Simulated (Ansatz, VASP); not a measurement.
**Cross-check of Y2CF2 between VASP and Ansatz**

Aim: how closely do two programs agree when they are given the same cell, functional and k mesh? The structure shown is the start of the Ansatz relaxation below; VASP solves that cell, so the two are compared at the walk's first step.

Main program and level: Ansatz 0.2.0; plane waves, with VASP 6.6.1 beside it; single point at PBE with D3(BJ).

## 1. Set-up

The cell holds 10 atoms: 2 C, 4 Y and 4 F. Its edges and angles: a = 3.560 Å, b = 3.560 Å, c = 50.600 Å, α = 90.0°, β = 90.0°, γ = 120.0°. It derives from C1F2Y2. Vacuum lies along c.

Coordinates:

```
C Y F
1.0
     3.56000    0.00000    0.00000
    -1.78000    3.08305    0.00000
     0.00000    0.00000   50.60000
C Y F
2 4 4
Direct
  0.00000 0.00000 0.42885
  0.00000 0.00000 0.57115
  0.33333 0.66667 0.45455
  0.66667 0.33333 0.40316
  0.33333 0.66667 0.59684
  0.66667 0.33333 0.54545
  0.66667 0.33333 0.47332
  0.33333 0.66667 0.38439
  0.66667 0.33333 0.61561
  0.33333 0.66667 0.52668
```

## 2. Ansatz: relaxation, PBE with D3(BJ)

Ansatz runs on its default PAW (the set named soft_2) files.

The two programs are compared at the cell with which this relaxation starts, whose forces are those of its first step.

Contents of input.yaml:

```yaml
crystal:
  lattice:
    - [3.56, 0.0, 0.0]
    - [-1.78, 3.0830504375, 0.0]
    - [0.0, 0.0, 50.6]
  atoms:
    - { symbol: C, position: [0.0, 0.0, 0.4288537549] }
    - { symbol: "Y", position: [0.3333333333, 0.6666666667, 0.4545454545] }
    - { symbol: "Y", position: [0.6666666667, 0.3333333333, 0.4031620553] }
    - { symbol: F, position: [0.6666666667, 0.3333333333, 0.4733201581] }
    - { symbol: F, position: [0.3333333333, 0.6666666667, 0.3843873518] }
    - { symbol: C, position: [0.0, 0.0, 0.5711462451] }
    - { symbol: "Y", position: [0.3333333333, 0.6666666667, 0.5968379447] }
    - { symbol: "Y", position: [0.6666666667, 0.3333333333, 0.5454545455] }
    - { symbol: F, position: [0.6666666667, 0.3333333333, 0.6156126482] }
    - { symbol: F, position: [0.3333333333, 0.6666666667, 0.5266798419] }
  periodic: [true, true, false]
kpoints:
  mp_grid: { grid: [9, 9, 1] }
hamiltonian:
  xc: pbe
  dispersion: d3bj
scf:
  occupations: { method: fermi_dirac, width: 0.02 }
relax:
  f_tol: 0.01
  max_steps: 100
  cell: {}
```

Run with:

```bash
$ ansatz run input.yaml --threads 4 --pin off --max-ram 17510MiB --backend cpu --events-out ev --progress --plain --runs-dir out
```

Numbers of over 12 decimals in the logs are rounded to 6 here.

The log of the run:

```text
Engine: ansatz 0.2.0, aarch64-unknown-linux-gnu
Pseudopotentials: kind: paw
Pseudopotential: C, paw, valence charge 4, recommended cutoff 420 eV (normal), C.paw.azcp
Pseudopotential: Y, paw, valence charge 11, recommended cutoff 420 eV (normal), Y.paw.azcp
Pseudopotential: F, paw, valence charge 7, recommended cutoff 420 eV (normal), F.paw.azcp
Functional definition: PBE
  parameter kappa = 0.804
  parameter beta = 0.066725
  exchange = pbe_x(kappa = kappa, mu = beta*pi^2/3)
  correlation = pbe_c(beta = beta)
Crystal: 10 atoms, lattice volume = 555.368 Å³
Basis set: ecut = 420 eV, 10711 PW (Γ), exchange–correlation on 48×48×720 points (8 copies of the dense FFT grid, shifted against one another)
Bands: 50, of which v1, the nominal top of the filled ones, is band 40 counted from 1 (39 counted from 0)
Symmetry: 12 space group operations
Space group: P-3m1 (ITA 164), of the structure as read, at distance tolerance 8.2e-5 Å
k-points: 12 of 81
Non-local potential: C, projectors of the file, l = 0: 2, l = 1: 2, l = 2: 1
Non-local potential: Y, projectors of the file, l = 0: 3, l = 1: 2, l = 2: 2, l = 3: 1
Non-local potential: F, projectors of the file, l = 0: 2, l = 1: 2, l = 2: 1
PAW form: soft (Blöchl's): semilocal exchange-correlation on the pseudo side does not see the compensation charge
PAW one-centre angular grid: C, 110 points (default); XC on 64 Gauss nodes
PAW one-centre angular grid: Y, 590 points (default); XC on 64 Gauss nodes
PAW one-centre angular grid: F, 110 points (default); XC on 64 Gauss nodes
Initial density: superposition of atomic densities (neutral atoms: chi_scale 0, normalization atom), corrected by the library's trained network
Initial wavefunctions: pseudopotential atomic-orbital guess
Functional: x = pbe(κ = 0.804, μ = 0.219515), c = pbe(β = 0.066725)
SCF iter   1: F=—  HF=-19143.805975 eV  |F-HF|=—  |Δ(HF+E_count)|=         —  Δρ=2.67e-3  dr2=6.10e-2  ethr=1.77e-3  ⟨swp⟩=18.1  Hψ=4225  notcnv=0  defer=3
preconditioner: auto → Resta (q_TF=auto, 1.975 Å⁻¹)  ε∞=1.7  [insulator: Δε(μ)=1.449 eV  Ē_g=14.695 eV  σ=0.020 eV  W_gap=1.00  n_scr=30 (ndim 8)  ℏωp=12.6 eV  f_vac=0.717  D(μ)=0.00/eV (n_scr^D=0)  ε∞_Penn≈1.7  vacuum switching on, ρ_ref=1.6e-2 e/Å³]
SCF iter   2: F=—  HF=-19143.804477 eV  |F-HF|=—  |Δ(HF+E_count)|=   1.50e-3  Δρ=1.66e-3  dr2=5.91e-2  ethr=7.63e-5  ⟨swp⟩=6.0  Hψ=1581  notcnv=0  defer=36
SCF iter   3: F=—  HF=-19143.798811 eV  |F-HF|=—  |Δ(HF+E_count)|=   5.67e-3  Δρ=9.60e-4  dr2=1.31e-2  ethr=7.39e-5  ⟨swp⟩=3.9  Hψ=824  notcnv=0  defer=36
SCF iter   4: F=—  HF=-19143.798151 eV  |F-HF|=—  |Δ(HF+E_count)|=   6.60e-4  Δρ=6.44e-4  dr2=2.28e-3  ethr=1.64e-5  ⟨swp⟩=2.9  Hψ=1018  notcnv=0  defer=42
SCF iter   5: F=—  HF=-19143.797932 eV  |F-HF|=—  |Δ(HF+E_count)|=   2.19e-4  Δρ=1.98e-4  dr2=1.90e-4  ethr=2.86e-6  ⟨swp⟩=3.1  Hψ=1150  notcnv=0  defer=42
SCF iter   6: F=—  HF=-19143.797989 eV  |F-HF|=—  |Δ(HF+E_count)|=   5.68e-5  Δρ=5.93e-5  dr2=3.06e-5  ethr=2.37e-7  ⟨swp⟩=3.5  Hψ=1219  notcnv=0  defer=42
SCF iter   7: F=—  HF=-19143.798068 eV  |F-HF|=—  |Δ(HF+E_count)|=   7.91e-5  Δρ=3.97e-5  dr2=9.22e-6  ethr=3.83e-8  ⟨swp⟩=3.9  Hψ=1269  notcnv=0  defer=40
SCF iter   8: F=—  HF=-19143.798066 eV  |F-HF|=—  |Δ(HF+E_count)|=   1.75e-6  Δρ=1.67e-5  dr2=1.32e-6  ethr=1.15e-8  ⟨swp⟩=2.8  Hψ=1011  notcnv=0  defer=40
SCF iter   9: F=—  HF=-19143.798066 eV  |F-HF|=—  |Δ(HF+E_count)|=   3.11e-7  Δρ=1.19e-5  dr2=6.96e-7  ethr=1.65e-9  ⟨swp⟩=3.1  Hψ=1262  notcnv=0  defer=40
SCF iter  10: F=-19143.798066 eV  HF=-19143.798066 eV  |F-HF|=1.05e-8  |Δ(HF+E_count)|=   1.47e-7  Δρ=1.71e-6  dr2=1.52e-8  ethr=1.25e-10  ⟨swp⟩=4.4  Hψ=2996  notcnv=0
SCF 1 converged in 10 iterations: F = -19143.798066 eV  dr2 = 1.52e-8
  greatest PAW one-centre occupation: 0.993 electrons in one spin orbital (limit 2), on the Y atom at site 6 (counted from 0), in its partial waves of l = 0
relax step   1: F+E_penalty+E_count = -19143.79806624 eV  Δ(F+E_penalty+E_count) = +0.000e0 eV  max|allowed force component| = 1.624e0 eV/Å  Δτ_max = 0.0000 Å  P = +11.283 N/m  Ω = 555.368 Å³  fix = [c, alpha, beta]  reactions: c +0.000 N/m  (10 SCF iters, dr2 threshold 1.00e-7 eV, accepted)
[...]
relax step   8: F+E_penalty+E_count = -19144.85388876 eV  Δ(F+E_penalty+E_count) = -6.306e-3 eV  max|allowed force component| = 5.909e-3 eV/Å  Δτ_max = 0.0000 Å  P = +0.165 N/m  Ω = 564.569 Å³  fix = [c, alpha, beta]  reactions: c +0.000 N/m  stress off target by 1.65e-1 N/m on what of the cell is left free  SCF on the basis re-selected at this cell (its energy is not comparable with the rows above)  (8 SCF iters)
[...]
relax step   9: F+E_penalty+E_count = -19144.85359707 eV  Δ(F+E_penalty+E_count) = +2.917e-4 eV  max|allowed force component| = 1.668e-3 eV/Å  Δτ_max = 0.0034 Å  P = +0.003 N/m  Ω = 565.145 Å³  energy of the carried Pulay correction = -3.614e-4 eV  fix = [c, alpha, beta]  reactions: c +0.000 N/m  (7 SCF iters, dr2 threshold 1.44e-8 eV, accepted)
[...]
relax step  10: F+E_penalty+E_count = -19144.85404778 eV  Δ(F+E_penalty+E_count) = -4.507e-4 eV  max|allowed force component| = 1.678e-3 eV/Å  Δτ_max = 0.0000 Å  P = +0.006 N/m  Ω = 565.145 Å³  fix = [c, alpha, beta]  reactions: c +0.000 N/m  stress off target by 6.49e-3 N/m on what of the cell is left free  SCF on the basis re-selected at this cell (its energy is not comparable with the rows above)  (7 SCF iters)
basis re-selected at this cell: Δ(F+E_penalty+E_count) = -4.507e-4 eV, ΔP = +0.004 N/m vs the last step (what re-selecting the basis moved, of the pressure what is left beyond the Pulay correction that the steps carried, after the strain that the cell walked since its last selection, with what the two solves' SCF thresholds leave and, on support functions, any second-order correction that the steps lacked; it is no measure of the basis error at this ecutwfc). The dense FFT grid was sized anew with the basis: this SCF ran on 25×25×360 points, the steps before it on 24×24×360, so part of this shift can come from that change (see relax.cell in the input reference). [rest of the remark cut]
SCF converged after 7 iterations
Free energy (F): -19144.854048 eV
Harris-Foulkes:  -19144.854048 eV  (|F-HF|=1.34e-8)
Internal energy: -19144.854048 eV  (E = F + TS)
E sigma→0 (E₀):  -19144.854048 eV
Fermi energy:    -3.670623 eV
--- Per-component energies (eV) ---
  E_band       = -1566.390923
  E_kinetic    = 2229.452283
  E_local      = -436269.252195  (includes V_loc(G=0)·N_el)
  E_nonlocal   = 544.808792
  E_hartree    = 216875.547176
  E_xc         = -1115.707002
  E_vxc        = -1333.757529  (∫ρ·V_xc dr)
  E_paw        = -12300.619821  (= ΣΔE_a)
  E_vpaw       = -488.744897  (= ΣTr[D̂ρ^β])
  E_aug_tail   = 0.008295  (compensation charges beyond the density's cutoff)
  E_ewald      = 210892.755991
  E_disp       = -1.847565  (pairwise vdW)
  E_smearing   = -0.000000  (= −TS)
  E_closure    = -0.000000  (closes the sum)
  Σ components = -19144.854048   (vs F -19144.854048, Δ=0.00e0)
--- Forces (eV/Å), atoms counted from 1 ---
  atom   1  C      0.00000000     0.00000000    -0.00047750
  atom   2  Y      0.00000000    -0.00000000    -0.00027291
  atom   3  Y      0.00000000    -0.00000000    -0.00014899
  atom   4  F      0.00000000     0.00000000    -0.00014715
  atom   5  F     -0.00000000     0.00000000     0.00167760
  atom   6  C      0.00000000     0.00000000     0.00047750
  atom   7  Y     -0.00000000     0.00000000     0.00014899
  atom   8  Y     -0.00000000     0.00000000     0.00027291
  atom   9  F     -0.00000000     0.00000000    -0.00167760
  atom  10  F      0.00000000     0.00000000     0.00014715
  max |Σ_I F_I| component: 1.16e-18 eV/Å
--- 2D stress c σ (N/m, compression-positive) ---
        0.006486      -0.000000      -0.000000
       -0.000000       0.006486      -0.000000
       -0.000000      -0.000000       0.000000
  P = ½ c Tr σ = 0.0065 N/m
--- Relaxed structure (8 steps of the walk, 8 accepted, 2 SCFs on fresh bases) ---
  F+E_penalty+E_count = -19144.85404778 eV   max|allowed force component| = 1.678e-3 eV/Å   (the final SCF, on the basis selected at the relaxed cell)
  cell:  # Å, volume = 565.1447 Å³
    - [3.591197, 0, 0]
    - [-1.795599, 3.110068, 0]
    - [0, 0, 50.6]
  atoms:
    - { symbol: C, position: [2.089535262828242e-18, 4.179070525656483e-18, 0.435734] }
    - { symbol: Y, position: [0.333333, 0.666667, 0.462611] }
    - { symbol: Y, position: [0.666667, 0.333333, 0.408751] }
    - { symbol: F, position: [0.666667, 0.333333, 0.484841] }
    - { symbol: F, position: [0.333333, 0.666667, 0.385826] }
    - { symbol: C, position: [-2.0895352628282408e-18, -4.179070525656483e-18, 0.564266] }
    - { symbol: Y, position: [0.333333, 0.666667, 0.591249] }
    - { symbol: Y, position: [0.666667, 0.333333, 0.537389] }
    - { symbol: F, position: [0.666667, 0.333333, 0.614174] }
    - { symbol: F, position: [0.333333, 0.666667, 0.515159] }
```

The column dr2 measures how far the density is from self-consistency, as an energy; F and HF (Harris–Foulkes) agree once it is small.

[end of part 1 of 2]

[Lines on the potential files, build, host, timing and source positions are cut from VASP's logs without a mark.]

[Logs are printed without paths, hosts, clocks, repeated set-up lines and the standing remarks that a program may print on its own settings, such as how far it seeks lower states.]

[Hosts, paths, dates, database ids (printed as entryN), source tags and the programs' standing remarks are cut or masked in the printed files.]
